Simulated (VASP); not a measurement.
A convergence study with VASP on Hf (hcp): a few settings are varied, all else stays as given below, so the limit is that of these other settings.

```xyz
2
Lattice="1.5950 -2.7626 0.0000 1.5950 2.7626 0.0000 0.0000 0.0000 5.0500" Properties=species:S:1:pos:R:3 pbc="T T T"
Hf     1.5950     0.9209     1.2625
Hf     1.5950    -0.9209     3.7875
```

The numbers are results of LDA (Ceperley-Alder, Perdew-Zunger), VASP's LDA PAW potentials (set 64) (plane waves; VASP), not measurements. The last row used: 550 eV cut-off, 21×21×11 Γ-centred mesh, second-order Methfessel-Paxton smearing of 0.40 eV, potentials Hf_pv.

```json
[
 {"setting": "ISMEAR = -1, SIGMA = 0.01, 7×7×4 mesh", "E (eV/atom)": "-10.6605", "pressure (GPa)": "-6.76", "irreducible k-points": "24"},
 {"setting": "ISMEAR = -1, SIGMA = 0.1, 7×7×4 mesh", "E (eV/atom)": "-10.6596", "pressure (GPa)": "-6.94", "irreducible k-points": "24"},
 {"setting": "ISMEAR = 0, SIGMA = 0.01, 7×7×4 mesh", "E (eV/atom)": "-10.6604", "pressure (GPa)": "-6.77", "irreducible k-points": "24"},
 {"setting": "ISMEAR = 0, SIGMA = 0.1, 7×7×4 mesh", "E (eV/atom)": "-10.6600", "pressure (GPa)": "-6.80", "irreducible k-points": "24"},
 {"setting": "ISMEAR = 1, SIGMA = 0.01, 7×7×4 mesh", "E (eV/atom)": "-10.6604", "pressure (GPa)": "-6.77", "irreducible k-points": "24"},
 {"setting": "ISMEAR = 1, SIGMA = 0.2, 7×7×4 mesh", "E (eV/atom)": "___", "pressure (GPa)": "___", "irreducible k-points": "24"},
 {"setting": "ISMEAR = 2, SIGMA = 0.05, 7×7×4 mesh", "E (eV/atom)": "-10.6605", "pressure (GPa)": "-6.77", "irreducible k-points": "24"},
 {"setting": "ISMEAR = 2, SIGMA = 0.2, 7×7×4 mesh", "E (eV/atom)": "-10.6594", "pressure (GPa)": "-6.78", "irreducible k-points": "24"},
 {"setting": "ISMEAR = -1, SIGMA = 0.01, 15×15×8 mesh", "E (eV/atom)": "-10.6621", "pressure (GPa)": "-7.13", "irreducible k-points": "135"},
 {"setting": "ISMEAR = -1, SIGMA = 0.2, 15×15×8 mesh", "E (eV/atom)": "-10.6557", "pressure (GPa)": "-6.66", "irreducible k-points": "135"},
 {"setting": "ISMEAR = 0, SIGMA = 0.01, 15×15×8 mesh", "E (eV/atom)": "-10.6622", "pressure (GPa)": "-7.14", "irreducible k-points": "135"},
 {"setting": "ISMEAR = 0, SIGMA = 0.2, 15×15×8 mesh", "E (eV/atom)": "-10.6620", "pressure (GPa)": "-7.08", "irreducible k-points": "135"},
 {"setting": "ISMEAR = 1, SIGMA = 0.01, 15×15×8 mesh", "E (eV/atom)": "-10.6622", "pressure (GPa)": "-7.13", "irreducible k-points": "135"},
 {"setting": "ISMEAR = 1, SIGMA = 0.4, 15×15×8 mesh", "E (eV/atom)": "-10.6621", "pressure (GPa)": "-7.20", "irreducible k-points": "135"},
 {"setting": "ISMEAR = 2, SIGMA = 0.05, 15×15×8 mesh", "E (eV/atom)": "-10.6621", "pressure (GPa)": "-7.14", "irreducible k-points": "135"},
 {"setting": "ISMEAR = 2, SIGMA = 0.4, 15×15×8 mesh", "E (eV/atom)": "-10.6617", "pressure (GPa)": "-7.13", "irreducible k-points": "135"},
 {"setting": "ISMEAR = -1, SIGMA = 0.05, 21×21×11 mesh", "E (eV/atom)": "-10.6623", "pressure (GPa)": "-7.11", "irreducible k-points": "288"},
 {"setting": "ISMEAR = -1, SIGMA = 0.2, 21×21×11 mesh", "E (eV/atom)": "-10.6557", "pressure (GPa)": "-6.66", "irreducible k-points": "288"},
 {"setting": "ISMEAR = 0, SIGMA = 0.05, 21×21×11 mesh", "E (eV/atom)": "-10.6623", "pressure (GPa)": "-7.12", "irreducible k-points": "288"},
 {"setting": "ISMEAR = 0, SIGMA = 0.2, 21×21×11 mesh", "E (eV/atom)": "-10.6621", "pressure (GPa)": "-7.09", "irreducible k-points": "288"},
 {"setting": "ISMEAR = 1, SIGMA = 0.05, 21×21×11 mesh", "E (eV/atom)": "-10.6623", "pressure (GPa)": "-7.11", "irreducible k-points": "288"},
 {"setting": "ISMEAR = 1, SIGMA = 0.4, 21×21×11 mesh", "E (eV/atom)": "-10.6621", "pressure (GPa)": "-7.20", "irreducible k-points": "288"},
 {"setting": "ISMEAR = 2, SIGMA = 0.1, 21×21×11 mesh", "E (eV/atom)": "-10.6623", "pressure (GPa)": "-7.13", "irreducible k-points": "288"},
 {"setting": "ISMEAR = 2, SIGMA = 0.4, 21×21×11 mesh", "E (eV/atom)": "-10.6617", "pressure (GPa)": "-7.13", "irreducible k-points": "288"}
]
```

Q: Complete the blanks.

A: 
- ISMEAR = 1, SIGMA = 0.2, 7×7×4 mesh, E (eV/atom): -10.6589
- ISMEAR = 1, SIGMA = 0.2, 7×7×4 mesh, pressure (GPa): -6.82

Left out are rungs that failed or repeat a setting and relaxations that didn't move; long series are thinned to 24 rows.

The compound is Hf in the hcp structure. The cell was not relaxed at this level.
